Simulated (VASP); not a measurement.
Computed with PBEsol GGA, VASP's PBE PAW potentials (set 64) (plane waves; VASP).

A VASP calculation is set up with these files.

POSCAR:
```
NaF(100) slab
1
    3.2739040000     0.0000000000     0.0000000000
    0.0000000000     3.2739040000     0.0000000000
    0.0000000000     0.0000000000    24.2600000000
Na F
4 4
Direct
  0.0000000000   0.5000000000   0.3573527658
  0.5000000000   0.0000000000   0.4522516867
  0.0000000000   0.5000000000   0.5477483133
  0.5000000000   0.0000000000   0.6426472342
  0.0000000000   0.5000000000   0.4522092089
  0.5000000000   0.0000000000   0.3564235215
  0.0000000000   0.5000000000   0.6435764785
  0.5000000000   0.0000000000   0.5477907911
```

INCAR:
```
! general
SYSTEM=NaF(100) slab
PREC  =Normal
ENCUT =450
LREAL =.FALSE.
LASPH =.TRUE.

! electronic loop
EDIFF =1E-6
NELM  =100
NELMIN=4
ALGO  =Normal

! smearing
ISMEAR=0
SIGMA =0.05

! functional
GGA   =PS

! output
LWAVE =.FALSE.
LCHARG=.FALSE.
LORBIT=11
LVHAR =.TRUE.

! other
LDIPOL=.TRUE.
IDIPOL=3
DIPOL =0.5 0.5 0.5
```

File KPOINTS:
```
K-points
0
Gamma
6 6 1
0 0 0
```

POTCAR, in this order: Na_pv F (PBE.64 set). Program: vasp_std. Read from the step before: WAVECAR.

The resulting files:

### OSZICAR
```
       N       E                     dE             d eps       ncg     rms          rms(c)
DAV:   1    -0.346932104948E+02   -0.34693E+02   -0.24003E-06   539   0.992E-03    0.526E-04
DAV:   2    -0.346932104981E+02   -0.32960E-08   -0.16735E-07   510   0.430E-03    0.313E-04
DAV:   3    -0.346932104947E+02    0.34797E-08   -0.45906E-08   476   0.279E-03    0.152E-04
DAV:   4    -0.346932104959E+02   -0.12742E-08   -0.16349E-08   485   0.140E-03
   1 F= -.34693210E+02 E0= -.34693210E+02  d E =-.775795E-17
```

OUTCAR:
```
------------------------ aborting loop because EDIFF is reached ----------------------------------------
  FORCE on cell =-STRESS in cart. coord.  units (eV):
  Direction    XX          YY          ZZ          XY          YZ          ZX
  --------------------------------------------------------------------------------------
  Total       -2.3610042     -2.3610042     -1.3082138      0.0000000      0.0000000     -0.0000000
  in kB      -14.5473761    -14.5473761     -8.0605862      0.0000000      0.0000000     -0.0000000
  external PRESSURE =     -12.3851128 kB  Pullay stress =       0.0000000 kB
  volume of cell :      260.03
      direct lattice vectors                 reciprocal lattice vectors
     3.273904000  0.000000000  0.000000000     0.305445731  0.000000000  0.000000000
     0.000000000  3.273904000  0.000000000     0.000000000  0.305445731  0.000000000
     0.000000000  0.000000000 24.260000000     0.000000000  0.000000000  0.041220115
 POSITION                                       TOTAL-FORCE (eV/Angst)
 -----------------------------------------------------------------------------------
      0.00000      1.63695      8.66938        -0.000000     -0.000000     -0.003137
      1.63695      0.00000     10.97163        -0.000000     -0.000000     -0.022145
      0.00000      1.63695     13.28837         0.000000     -0.000000      0.022145
      1.63695      0.00000     15.59062         0.000000     -0.000000      0.003137
      0.00000      1.63695     10.97060        -0.000000     -0.000000      0.018544
      1.63695      0.00000      8.64683         0.000000     -0.000000      0.009267
      0.00000      1.63695     15.61317        -0.000000      0.000000     -0.009267
      1.63695      0.00000     13.28940        -0.000000     -0.000000     -0.018544
 -----------------------------------------------------------------------------------
    total drift:                                0.000000      0.000000      0.000000
  FREE ENERGIE OF THE ION-ELECTRON SYSTEM (eV)
  ---------------------------------------------------
  free  energy   TOTEN  =       -34.6932104959 eV

  energy  without entropy=      -34.6932104959  energy(sigma->0) =      -34.69321050

 total charge

# of ion       s       p       d       tot
------------------------------------------
    1        0.046   5.991   0.000   6.037
    2        0.051   5.997   0.000   6.048
    3        0.051   5.997   0.000   6.048
    4        0.046   5.991   0.000   6.037
    5        1.740   4.374   0.000   6.114
    6        1.740   4.362   0.000   6.101
    7        1.740   4.362   0.000   6.101
    8        1.740   4.374   0.000   6.114
--------------------------------------------------
tot          7.154  41.445   0.000  48.599
```
(Selected blocks of OUTCAR.)

**OUTCAR**
```
 val. band max:       -5.0184911429   @ k =   0.0000   0.0000   0.0000

 cond. band min:       0.7472560844   @ k =   0.0000   0.0000   0.0000


 Fermi energy:        -4.7315003789

 k-point     1 :       0.0000    0.0000    0.0000
  band No.  band energies     occupation
      1     -24.4632      2.00000
      2     -24.4575      2.00000
      3     -24.1772      2.00000
      4     -24.1529      2.00000
      5     -24.1529      2.00000
      6     -24.1528      2.00000
      7     -24.1528      2.00000
      8     -24.1105      2.00000
      9     -23.8910      2.00000
     10     -23.8840      2.00000
     11     -23.8840      2.00000
     12     -23.8567      2.00000
     13     -23.8567      2.00000
     14     -23.7279      2.00000
     15     -23.5186      2.00000
     16     -23.4865      2.00000
     17      -6.2997      2.00000
     18      -5.9402      2.00000
     19      -5.4564      2.00000
     20      -5.4442      2.00000
     21      -5.4442      2.00000
     22      -5.2704      2.00000
     23      -5.2704      2.00000
     24      -5.1669      2.00000
     25      -5.0482      2.00000
     26      -5.0482      2.00000
     27      -5.0185      2.00000
     28      -5.0185      2.00000
     29       0.7473      0.00000
     30       0.9308      0.00000
     31       1.7083      0.00000
     32       2.2144      0.00000
     33       2.4385      0.00000

 k-point     2 :       0.1667    0.0000    0.0000
  band No.  band energies     occupation
      1     -24.5361      2.00000
      2     -24.5271      2.00000
      3     -24.3770      2.00000
      4     -24.3584      2.00000
      5     -24.1654      2.00000
      6     -24.1492      2.00000
      7     -24.1492      2.00000
      8     -24.1196      2.00000
      9     -23.9434      2.00000
     10     -23.9108      2.00000
     11     -23.8787      2.00000
     12     -23.8550      2.00000
     13     -23.5884      2.00000
     14     -23.5094      2.00000
     15     -23.4067      2.00000
...
```

At this cut-off the stress carries a Pulay error, which pulls relaxed volumes low.

The cell is a thin slab with vacuum, built from NaF (rock salt): (100) face.
